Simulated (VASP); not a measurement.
These are revPBE GGA, VASP's PBE PAW potentials (set 64) (plane waves; VASP) values and carry that method's errors.

Input for VASP

INCAR:
```
SYSTEM = NiO
PREC = Accurate
ENCUT = 520
EDIFF = 1E-7
NELM = 100
ALGO = Normal
LREAL = .FALSE.
LASPH = .TRUE.
ISMEAR = 0
SIGMA = 0.05
GGA = RE
LMAXMIX = 4
ISPIN = 2
MAGMOM = 1.4 -1.4 0.0 0.0
LORBIT = 10
LWAVE = .FALSE.
LCHARG = .FALSE.
ISIF = 4
IBRION = 2
NSW = 30
EDIFFG = -0.01
```

KPOINTS:
```
Automatic mesh
0
Gamma
9 9 9
0 0 0
```

File POSCAR:
```
NiO
1
    4.3073004391     2.1517180230     2.1517180230
    2.1517180230     4.3073004391     2.1517180230
    2.1517180230     2.1517180230     4.3073004391
Ni O
2 2
Direct
  0.0000000000   0.0000000000   0.0000000000
  0.5000000000   0.5000000000   0.5000000000
  0.2500000000   0.2500000000   0.2500000000
  0.7500000000   0.7500000000   0.7500000000
```

POTCAR, in this order: Ni O (PBE.64 set). Program: vasp_std.

Task: What does the run give for the energy per atom (σ→0), cell moment, pressure?

Result: 
The energy per atom (σ→0) comes out as -5.486 eV/atom and the cell moment is 0.00 μB. The pressure comes out as -9.12 GPa.

OSZICAR:
```
...
DAV:  12    -0.219449889950E+02   -0.10021E-02   -0.95030E-03  6964   0.886E-01    0.125E-01
DAV:  13    -0.219448627904E+02    0.12620E-03   -0.31972E-04  8420   0.172E-01    0.721E-02
DAV:  14    -0.219448833158E+02   -0.20525E-04   -0.53068E-04  8716   0.329E-01    0.541E-02
DAV:  15    -0.219448745375E+02    0.87783E-05   -0.61733E-05  8344   0.118E-01    0.249E-02
DAV:  16    -0.219448733615E+02    0.11760E-05   -0.22632E-05  8988   0.673E-02    0.625E-03
DAV:  17    -0.219448733887E+02   -0.27172E-07   -0.15034E-06  8228   0.225E-02    0.173E-03
DAV:  18    -0.219448734044E+02   -0.15721E-07   -0.41639E-07  6652   0.605E-03
   1 F= -.21944873E+02 E0= -.21944873E+02  d E =-.219449E+02  mag=     0.0000
```

The compound is NiO in the rock salt, AFM-II order structure. This cell is one point of a volume scan, at 1.06 of the reference volume.
